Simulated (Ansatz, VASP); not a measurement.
# Cross-check of NbB2 between VASP and Ansatz

Wanted: the spread between two codes on one cell, functional and k mesh. The cell is taken from a series of runs on this material, whose earlier steps may have relaxed, scaled, displaced or heated it; both programs get it as it stands.

Main program and level: Ansatz 0.2.0; plane waves, with VASP 6.6.1 beside it; relaxation of cell and atoms at PBEsol.

### 1. Set-up

The structure is hexagonal, space group P6/mmm (No. 191). Conventional cell: a = 3.094 Å, b = 3.094 Å, c = 3.293 Å, α = 90.00°, β = 90.00°, γ = 120.00°. Nearest to Nb lie 12 B at 2.43 Å. Nearest to B lie 3 B at 1.79 Å and 6 Nb at 2.43 Å. Farther neighbours are not listed.

Structure file:

```cif
data_structure
_symmetry_space_group_name_H-M 'P 1'
_symmetry_Int_Tables_number 1
_cell_length_a 3.0939
_cell_length_b 3.0939
_cell_length_c 3.2926
_cell_angle_alpha 90.000
_cell_angle_beta 90.000
_cell_angle_gamma 120.000
_cell_volume 27.30
loop_
_atom_site_label
_atom_site_type_symbol
_atom_site_fract_x
_atom_site_fract_y
_atom_site_fract_z
_atom_site_occupancy
Nb1 Nb 0.00000 0.00000 0.00000 1
B2 B 0.33333 0.66667 0.50000 1
B3 B 0.66667 0.33333 0.50000 1
```

### 2. Ansatz: relaxation of cell and atoms, PBEsol

Ansatz runs on its default PAW (the set named soft_2) files.

The relaxed volume is the usual yardstick between codes: in a stiff, nearly cubic crystal its relative difference is about their pressure difference at one cell divided by the bulk modulus.

Contents of input.yaml:

```yaml
crystal:
  lattice:
    - [3.093926626, 0.0, 0.0]
    - [-1.546963313, 2.6794190555, 0.0]
    - [0.0, 0.0, 3.2926070874]
  atoms:
    - { symbol: Nb, position: [0.0, 0.0, 0.0] }
    - { symbol: B, position: [0.3333333333, 0.6666666667, 0.5] }
    - { symbol: B, position: [0.6666666667, 0.3333333333, 0.5] }
kpoints:
  mp_grid: { grid: [12, 12, 8] }
hamiltonian:
  xc: pbesol
scf:
  occupations: { method: methfessel_paxton, width: 0.2 }
output:
  forces: true
  stress: true
  eigenvalues: true
relax:
  adjacent_minimum: "off"
  f_tol: 0.001
  max_steps: 60
  cell: { stress_tol: 0.01 }
```

The run is started by

```
$ ansatz run input.yaml --threads 8 --pin off --max-ram 16384MiB --backend cpu --events-out ev --progress --plain --runs-dir out
```

Numbers of over 12 decimals in the logs are rounded to 6 here.

Log:

```text
Engine: ansatz 0.2.0, aarch64-unknown-linux-gnu
Pseudopotentials: kind: paw
Pseudopotential: Nb, paw, valence charge 13, recommended cutoff 420 eV (normal), Nb.paw.azcp
Pseudopotential: B, paw, valence charge 3, recommended cutoff 420 eV (normal), B.paw.azcp
Functional definition: PBEsol
  exchange = pbesol_x
  correlation = pbesol_c
Crystal: 3 atoms, lattice volume = 27.295 Å³
Basis set: ecut = 420 eV, 551 PW (Γ), exchange–correlation on 48×48×48 points (8 copies of the dense FFT grid, shifted against one another)
Bands: 14, of which v1, the nominal top of the filled ones, is band 10 counted from 1 (9 counted from 0)
Symmetry: 24 space group operations
Space group: P6/mmm (ITA 191), of the structure as read, at distance tolerance 3.0e-5 Å
k-points: 95 of 1152
Non-local potential: Nb, projectors of the file, l = 0: 3, l = 1: 2, l = 2: 2, l = 3: 1
Non-local potential: B, projectors of the file, l = 0: 2, l = 1: 2, l = 2: 1
PAW form: soft (Blöchl's): semilocal exchange-correlation on the pseudo side does not see the compensation charge
PAW frozen core: Nb, regenerated for the run's functional, and the local potential with it (the file was generated under x = pbe(κ = 0.804, μ = 0.219515), c = pbe(β = 0.066725))
PAW frozen core: B, regenerated for the run's functional, and the local potential with it (the file was generated under x = pbe(κ = 0.804, μ = 0.219515), c = pbe(β = 0.066725))
PAW one-centre angular grid: Nb, 590 points (default); XC on 64 Gauss nodes
PAW one-centre angular grid: B, 110 points (default); XC on 64 Gauss nodes
Initial density: superposition of atomic densities (neutral atoms: chi_scale 0, normalization atom), corrected by the library's trained network
Initial wavefunctions: pseudopotential atomic-orbital guess
Functional: x = pbesol(κ = 0.804, μ = 0.123457), c = pbesol(β = 0.046)
SCF iter   1: F=—  HF=-4803.157740 eV  |F-HF|=—  |Δ(HF+E_count)|=         —  Δρ=4.25e-3  dr2=6.24e-3  ethr=1.77e-3  ⟨swp⟩=5.1  Hψ=6728  notcnv=0
preconditioner: auto → none  [metal: Δε(μ)=0.015 eV  Ē_g=9.456 eV  σ=0.200 eV  W_gap=0.06  n_scr=8 (ndim 8)  ℏωp=23.6 eV  f_vac=0.000  D(μ)=1.03/eV (n_scr^D=8)  sad-step TF]
SCF iter   2: F=—  HF=-4803.156875 eV  |F-HF|=—  |Δ(HF+E_count)|=   8.65e-4  S|Δr|=    0.00e0  Δρ=2.92e-3  dr2=3.62e-3  ethr=3.29e-5  ⟨swp⟩=1.4  Hψ=2239  notcnv=0
SCF iter   3: F=—  HF=-4803.155934 eV  |F-HF|=—  |Δ(HF+E_count)|=   9.42e-4  S|Δr|=    0.00e0  Δρ=7.64e-4  dr2=9.17e-5  ethr=1.91e-5  ⟨swp⟩=2.0  Hψ=1782  notcnv=0
SCF iter   4: F=—  HF=-4803.155901 eV  |F-HF|=—  |Δ(HF+E_count)|=   3.25e-5  S|Δr|=    0.00e0  Δρ=1.87e-4  dr2=3.13e-6  ethr=4.82e-7  ⟨swp⟩=2.0  Hψ=2197  notcnv=0
SCF iter   5: F=—  HF=-4803.155901 eV  |F-HF|=—  |Δ(HF+E_count)|=   2.90e-7  S|Δr|=    0.00e0  Δρ=3.58e-5  dr2=2.23e-7  ethr=1.65e-8  ⟨swp⟩=2.0  Hψ=1719  notcnv=0
SCF iter   6: F=-4803.155901 eV  HF=-4803.155901 eV  |F-HF|=1.28e-8  |Δ(HF+E_count)|=   8.02e-8  S|Δr|=    0.00e0  Δρ=1.09e-5  dr2=1.71e-8  ethr=5.26e-10  ⟨swp⟩=4.8  Hψ=4433  notcnv=0
SCF 1 converged in 6 iterations: F = -4803.155901 eV  dr2 = 1.71e-8
  greatest PAW one-centre occupation: 0.998 electrons in one spin orbital (limit 2), on the Nb atom at site 0 (counted from 0), in its partial waves of l = 0
relax step   1: F+E_penalty+E_count = -4803.15590084 eV  Δ(F+E_penalty+E_count) = +0.000e0 eV  max|allowed force component| = 1.727e-16 eV/Å  Δτ_max = 0.0000 Å  P = -0.067 GPa  Ω = 27.295 Å³  (6 SCF iters, dr2 threshold 1.00e-7 eV, accepted)
[...]
relax step   2: F+E_penalty+E_count = -4803.15592801 eV  Δ(F+E_penalty+E_count) = -2.717e-5 eV  max|allowed force component| = 1.727e-16 eV/Å  Δτ_max = 0.0000 Å  P = -0.055 GPa  Ω = 27.296 Å³  energy of the carried Pulay correction = +8.263e-7 eV  (3 SCF iters, dr2 threshold 8.77e-8 eV, accepted)
[...]
relax step   3: F+E_penalty+E_count = -4803.15593581 eV  Δ(F+E_penalty+E_count) = -7.796e-6 eV  max|allowed force component| = 4.256e-16 eV/Å  Δτ_max = 0.0000 Å  P = +0.007 GPa  Ω = 27.291 Å³  energy of the carried Pulay correction = +7.471e-6 eV  (3 SCF iters, dr2 threshold 1.22e-8 eV, accepted)
[...]
relax step   4: F+E_penalty+E_count = -4803.15591733 eV  Δ(F+E_penalty+E_count) = +1.847e-5 eV  max|allowed force component| = 4.441e-16 eV/Å  Δτ_max = 0.0000 Å  P = +0.007 GPa  Ω = 27.291 Å³  stress off target by 8.37e-3 GPa  SCF on the basis re-selected at this cell (its energy is not comparable with the rows above)  (5 SCF iters)
basis re-selected at this cell: Δ(F+E_penalty+E_count) = +1.847e-5 eV, ΔP = -0.000 GPa vs the last step (what re-selecting the basis moved, of the pressure what is left beyond the Pulay correction that the steps carried, after the strain that the cell walked since its last selection, with what the two solves' SCF thresholds leave and, on support functions, any second-order correction that the steps lacked; it is no m [...]
SCF converged after 5 iterations
Stability not checked: this state was not tested for a lower state beside it, because cold or Methfessel-Paxton smearing, or corrected tetrahedra, fill the levels in a way that the test cannot read (fill_not_monotonic; see scf.lower_state_search)
Free energy (F): -4803.155917 eV
Harris-Foulkes:  -4803.155917 eV  (|F-HF|=9.09e-13)
Internal energy: -4803.155202 eV  (E = F + TS)
E sigma→0 (E₀):  -4803.155738 eV
Entropy (-TS):   -0.000716 eV (-0.239 meV/atom)
Fermi energy:    18.674138 eV
--- Per-component energies (eV) ---
  E_band       = -15.458392
  E_kinetic    = 498.649370
  E_local      = -700.744097  (includes V_loc(G=0)·N_el)
  E_nonlocal   = 142.357017
  E_hartree    = 225.562485
  E_xc         = -241.738874
  E_vxc        = -293.058400  (∫ρ·V_xc dr)
  E_paw        = -3168.494155  (= ΣΔE_a)
  E_vpaw       = -113.787247  (= ΣTr[D̂ρ^β])
  E_aug_tail   = 0.000004  (compensation charges beyond the density's cutoff)
  E_ewald      = -1558.965083
  E_core_change = 0.218131  (= ΣΔE_core)
  E_smearing   = -0.000716  (= −TS)
  E_closure    = 0.000000  (closes the sum)
  Σ components = -4803.155917   (vs F -4803.155917, Δ=0.00e0)
--- Forces (eV/Å), atoms counted from 1 ---
  atom   1  Nb    -0.00000000    -0.00000000     0.00000000
  atom   2  B     -0.00000000     0.00000000     0.00000000
  atom   3  B     -0.00000000    -0.00000000     0.00000000
  max |Σ_I F_I| component: 9.25e-17 eV/Å
--- Stress (GPa, compression-positive) ---
        0.006465       0.000000       0.000000
       -0.000000       0.006465       0.000000
        0.000000       0.000000       0.008368
  P = ⅓ Tr σ = 0.0071 GPa (0.071 kbar)
--- Band table (eV; the first three rows and the last of 95) ---
  k-point 0: bands = [... 6 lower, 14.2584, 14.2861, 15.5258, 19.9185, 19.9185, 21.8588, 21.8588, 22.9304]
  k-point 1: bands = [... 6 lower, 14.4366, 14.4366, 16.2782, 19.0598, 19.0598, 21.3092, 21.3092, 22.9932]
  k-point 2: bands = [... 6 lower, 14.9648, 14.9648, 17.4874, 17.8783, 17.8783, 20.0170, 20.0170, 22.9477]
  k-point 94: bands = [... 6 lower, 12.4620, 14.2886, 14.2886, 20.9260, 23.3725, 23.3725, 23.8007, 23.8007]
--- Relaxed structure (3 steps of the walk, 3 accepted, 1 SCFs on fresh bases) ---
  F+E_penalty+E_count = -4803.15591733 eV   max|allowed force component| = 4.441e-16 eV/Å   (the final SCF, on the basis selected at the relaxed cell)
  cell:  # Å, volume = 27.2908 Å³
    - [3.092408, 0.0, 0.0]
    - [-1.546204, 2.678104, 0.0]
    - [0.0, 0.0, 3.295278]
  atoms:
    - { symbol: Nb, position: [0, 0, 0.0] }
    - { symbol: B, position: [0.333333, 0.666667, 0.5] }
    - { symbol: B, position: [0.666667, 0.333333, 0.5] }
```

The column dr2 measures how far the density is from self-consistency, as an energy; F and HF (Harris–Foulkes) agree once it is small.

### 3. VASP: relaxation of cell and atoms, PBEsol

The same cell, functional, mesh and smearing now go to VASP, with its own data sets.

Lines of VASP's logs that name or quote its potential files are left out, and so is its time.

Contents of INCAR:

```
SYSTEM = NbB2
PREC = Accurate
ENCUT = 500
EDIFF = 1E-07
NELM = 120
ISMEAR = 1
SIGMA = 0.2
LREAL = .FALSE.
ALGO = Normal
GGA = PS
NBANDS = 15
LASPH = .TRUE.
LORBIT = 11
LWAVE = .FALSE.
LCHARG = .FALSE.
ISIF = 3
IBRION = 2
NSW = 80
EDIFFG = -0.005
GGA_COMPAT = .FALSE.
NELMIN = 4
```

Contents of POSCAR:

```
NbB2
1.0
    3.0939270000      0.0000000000      0.0000000000
   -1.5469630000      2.6794190000      0.0000000000
    0.0000000000      0.0000000000      3.2926070000
Nb B
1 2
Direct
    0.0000000000      0.0000000000      0.0000000000
    0.3333331634      0.6666665423      0.5000001519
    0.6666665134      0.3333334577      0.5000001519
```

Contents of KPOINTS:

```
Automatic mesh
0
Gamma
12 12 8
0 0 0
```

The projector-augmented-wave data sets are Nb_sv and B (PBE family, release 64).

The run is started by

```
$ mpirun -np 1 vasp_std
```

Log:

```text
[banner, memory and clock lines left out]
running    1 mpi-ranks, on    1 nodes
 distrk:  each k-point on    1 cores,    1 groups
 distr:  one band on    1 cores,    1 groups

 POSCAR found type information on POSCAR NbB
 POSCAR found :  2 types and       3 ions
|                                                                             |
|               ----> ADVICE to this user running VASP <----                  |
|                                                                             |
|     You enforced a specific xc type in the INCAR file but a different       |
|     [... a line on the potential file left out ...]
|     I HOPE YOU KNOW WHAT YOU ARE DOING!                                     |
|                                                                             |

 LDA part: xc-table for (Slater+PW92), standard interpolation
 POSCAR, INCAR and KPOINTS ok, starting setup
 FFT: planning ... GRIDC
 FFT: planning ... GRID_SOFT
 FFT: planning ... GRID
 WAVECAR not read
 entering main loop
       N       E                     dE             d eps       ncg     rms          rms(c)
DAV:   1     0.132838901274E+03    0.13284E+03   -0.98342E+03  2850   0.122E+03
DAV:   2    -0.242520065800E+02   -0.15709E+03   -0.15287E+03  3452   0.411E+02
DAV:   3    -0.304169820210E+02   -0.61650E+01   -0.60855E+01  4698   0.686E+01
DAV:   4    -0.306346555031E+02   -0.21767E+00   -0.21725E+00  3619   0.117E+01
DAV:   5    -0.306403240487E+02   -0.56685E-02   -0.56654E-02  4668   0.177E+00    0.121E+01
DAV:   6    -0.273877523476E+02    0.32526E+01   -0.12633E+01  4671   0.277E+01    0.303E+00
DAV:   7    -0.274097142213E+02   -0.21962E-01   -0.46089E-01  3417   0.593E+00    0.195E+00
DAV:   8    -0.274084818939E+02    0.12323E-02   -0.61498E-02  5245   0.212E+00    0.329E-01
DAV:   9    -0.274080999077E+02    0.38199E-03   -0.60660E-03  4338   0.735E-01    0.121E-01
DAV:  10    -0.274079385825E+02    0.16133E-03   -0.88201E-04  3994   0.293E-01    0.259E-02
DAV:  11    -0.274079375932E+02    0.98935E-06   -0.53448E-05  4160   0.880E-02    0.159E-02
DAV:  12    -0.274079358331E+02    0.17600E-05   -0.54773E-06  4511   0.193E-02    0.246E-03
DAV:  13    -0.274079359554E+02   -0.12228E-06   -0.47570E-07  3488   0.757E-03    0.155E-03
DAV:  14    -0.274079359354E+02    0.20052E-07   -0.38688E-08  2287   0.214E-03
   1 F= -.27407936E+02 E0= -.27407679E+02  d E =-.274079E+02
 curvature:   0.00 expect dE= 0.000E+00 dE for cont linesearch  0.000E+00
 trial: gam= 0.00000 g(F)=  0.190E-42 g(S)=  0.865E-04 ort = 0.000E+00 (trialstep = 0.100E+01)
 search vector abs. value=  0.865E-04
 bond charge predicted
       N       E                     dE             d eps       ncg     rms          rms(c)
DAV:   1    -0.274084649759E+02   -0.52902E-03   -0.16951E-02  3347   0.178E+00    0.190E-01
DAV:   2    -0.274079715811E+02    0.49339E-03   -0.21024E-03  3842   0.577E-01    0.604E-02
DAV:   3    -0.274079035035E+02    0.68078E-04   -0.21374E-04  4929   0.127E-01    0.217E-02
DAV:   4    -0.274079058613E+02   -0.23577E-05   -0.48772E-05  4940   0.478E-02    0.158E-02
DAV:   5    -0.274079151230E+02   -0.92617E-05   -0.13277E-05  5246   0.268E-02    0.589E-03
DAV:   6    -0.274079165046E+02   -0.13816E-05   -0.18584E-06  3813   0.124E-02    0.172E-03
DAV:   7    -0.274079165235E+02   -0.18905E-07   -0.56571E-07  4516   0.717E-03
   2 F= -.27407917E+02 E0= -.27407663E+02  d E =0.194118E-04
 trial-energy change:    0.000019  1 .order    0.000019   -0.000086    0.000125
 step:   0.4086(harm=  0.4086)  dis= 0.00000  next Energy=   -27.407954 (dE=-0.177E-04)
 bond charge predicted
       N       E                     dE             d eps       ncg     rms          rms(c)
DAV:   1    -0.274081480545E+02   -0.23155E-03   -0.59385E-03  3354   0.105E+00    0.112E-01
DAV:   2    -0.274079779460E+02    0.17011E-03   -0.74044E-04  3813   0.342E-01    0.358E-02
DAV:   3    -0.274079532917E+02    0.24654E-04   -0.74859E-05  4877   0.751E-02    0.129E-02
DAV:   4    -0.274079526970E+02    0.59469E-06   -0.17315E-05  4903   0.284E-02    0.934E-03
DAV:   5    -0.274079539391E+02   -0.12421E-05   -0.45890E-06  5280   0.157E-02    0.353E-03
DAV:   6    -0.274079537041E+02    0.23497E-06   -0.66535E-07  3814   0.731E-03    0.107E-03
DAV:   7    -0.274079536477E+02    0.56355E-07   -0.14792E-07  2890   0.433E-03
   3 F= -.27407954E+02 E0= -.27407698E+02  d E =-.177124E-04
 curvature:  -0.20 expect dE=-0.232E-06 dE for cont linesearch -0.155E-07
 trial: gam= 0.04278 g(F)=  0.175E-42 g(S)=  0.113E-05 ort =-0.257E-05 (trialstep = 0.882E+00)
 search vector abs. value=  0.107E-05
 reached required accuracy - stopping structural energy minimisation
```

OUTCAR, selected parts (step 3):

```text
ion  position               nearest neighbor table
   1  0.000  0.000  0.000-   2 2.43   3 2.43   2 2.43   3 2.43   2 2.43   3 2.43   3 2.43   2 2.43
                             2 2.43   3 2.43   3 2.43   2 2.43
   2  0.333  0.667  0.500-   3 1.79   3 1.79   3 1.79   1 2.43   1 2.43   1 2.43   1 2.43   1 2.43
                             1 2.43
   3  0.667  0.333  0.500-   2 1.79   2 1.79   2 1.79   1 2.43   1 2.43   1 2.43   1 2.43   1 2.43
                             1 2.43

  LATTYP: Found a hexagonal cell.
 ALAT       =     3.0939270000
 C/A-ratio  =     1.0642161240

 Subroutine GETGRP returns: Found 24 space group operations
 (whereof 24 operations were pure point group operations)

The static configuration has the point symmetry D_6h.

 Found     95 irreducible k-points:

   k-points           NKPTS =     95   k-points in BZ     NKDIM =     95   number of bands    NBANDS=     15

   dimension x,y,z NGX =    24 NGY =   24 NGZ =   24
   dimension x,y,z NGXF=    48 NGYF=   48 NGZF=   48

   ENCUT  =  500.0 eV  36.75 Ry    6.06 a.u.   5.64  5.64  6.00*2*pi/ulx,y,z

   NELECT =      19.0000    total number of electrons

 k-points in reciprocal lattice and weights: Automatic mesh
   0.00000000  0.00000000  0.00000000       0.001
   0.08333333 -0.00000000  0.00000000       0.005
   0.16666667 -0.00000000  0.00000000       0.005
   0.25000000  0.00000000  0.00000000       0.005
   0.33333333  0.00000000  0.00000000       0.005
   0.41666667 -0.00000000  0.00000000       0.005
   0.50000000  0.00000000  0.00000000       0.003
   0.08333333  0.08333333  0.00000000       0.005
   0.16666667  0.08333333  0.00000000       0.010
[...]
0.33333333  0.25000000  0.50000000       0.010
   0.33333333  0.33333333  0.50000000       0.002

 average (electrostatic) potential at core
       1 -76.4955       2 -20.7868       3 -20.7868

 E-fermi :  12.6730

 k-point     1 :       0.0000    0.0000    0.0000
  band No.  band energies     occupation
    ...
      5      -1.7118      2.00000
      6       8.2449      2.00000
      7       8.2449      2.00000
      8       8.2787      2.00000
      9       9.5279      2.00000
     10      13.9171     -0.00000
     11      13.9171     -0.00000
     12      15.8737     -0.00000
     13      15.8737     -0.00000
     14      16.9213      0.00000
    ...

 k-point     2 :       0.0833   -0.0000    0.0000
  band No.  band energies     occupation
    ...
      5      -1.5673      2.00000
      6       7.8858      2.00000
      7       8.2894      2.00000
      8       8.3880      2.00000
      9       9.2818      2.00000
     10      13.8454     -0.00000
     11      14.2734     -0.00000
     12      14.9952     -0.00000
     13      15.1997     -0.00000
     14      17.5530      0.00000
    ...

 k-point     3 :       0.1667   -0.0000    0.0000
  band No.  band energies     occupation
    ...
      5      -1.1498      2.00000
      6       7.0103      2.00000
      7       8.3847      2.00000
      8       8.6292      2.00000
      9       8.7489      2.00000
     10      13.6566     -0.00000
     11      13.9677     -0.00000
     12      14.5867     -0.00000
     13      15.0036     -0.00000
     14      18.3402      0.00000
    ...

  Total       -0.0008445     -0.0008445      0.0083107     -0.0000000      0.0000000     -0.0000000
  in kB       -0.0496082     -0.0496082      0.4882168     -0.0000000      0.0000000     -0.0000000
  external PRESSURE =       0.1296668 kB  Pullay stress =       0.0000000 kB

  energy-cutoff  :      500.00
  volume of cell :       27.27
      direct lattice vectors                 reciprocal lattice vectors
     3.092958151 -0.000000000  0.000000000     0.323315076  0.186666012  0.000000000
    -1.546478576  2.678579952 -0.000000000     0.000000000  0.373332145  0.000000000
     0.000000000 -0.000000000  3.291982241     0.000000000  0.000000000  0.303768346

 POSITION                                       TOTAL-FORCE (eV/Angst)
 -----------------------------------------------------------------------------------
      0.00000     -0.00000      0.00000         0.000000     -0.000000      0.000000
     -0.00000      1.78572      1.64599        -0.000000      0.000000      0.000000
      1.54648      0.89286      1.64599         0.000000     -0.000000      0.000000
 -----------------------------------------------------------------------------------
    total drift:                                0.000025     -0.000000     -0.000019

  FREE ENERGIE OF THE ION-ELECTRON SYSTEM (eV)
  ---------------------------------------------------
  free  energy   TOTEN  =       -27.4079536477 eV

  energy  without entropy=      -27.4071875923  energy(sigma->0) =      -27.40769830

 reached required accuracy - stopping structural energy minimisation

 total charge
# of ion       s       p       d       tot
------------------------------------------
    1        2.153   6.058   2.575  10.787
    2        0.665   1.305   0.000   1.970
    3        0.665   1.305   0.000   1.970
--------------------------------------------------
tot          3.483   8.667   2.575  14.726

[... 3 further parts left out ...]
```

### 4. Comparison

Known differences besides the potentials themselves: the cutoff is 420 eV in Ansatz and 500 eV in VASP; Ansatz makes its cores anew for this functional, VASP keeps those of its PBE data sets; Ansatz adds a Pulay correction to the stress that steers its cell, VASP none. Total energies have different zeros and are not compared.

Compared:

```
                                         quantity  Ansatz   VASP  difference
                                      volume (Å³)   27.29  27.27     +0.06 %
edge a after relaxation, in the typed setting (Å)   3.092  3.093     -0.02 %
edge c after relaxation, in the typed setting (Å)   3.295  3.292     +0.10 %
```

### 5. What came out

```
difference in edge c after relaxation, in the typed setting (relaxation of cell and atoms, PBEsol) : 0.10 %
```

What this shows: The difference in edge c after relaxation, in the typed setting is 0.10 % (relaxation of cell and atoms, PBEsol), within the 1.2 % picked in this series as the mark of a large difference, as far as the stopping tolerances let one tell. How closely two codes agree says nothing of how well the functional describes the real material.

[Lines on the potential files, build, host, timing and source positions are cut from VASP's logs without a mark.]

[Logs are printed without paths, hosts, clocks, repeated set-up lines and the standing remarks that a program may print on its own settings, such as how far it seeks lower states.]

[Hosts, paths, dates, database ids (printed as entryN), source tags and the programs' standing remarks are cut or masked in the printed files.]
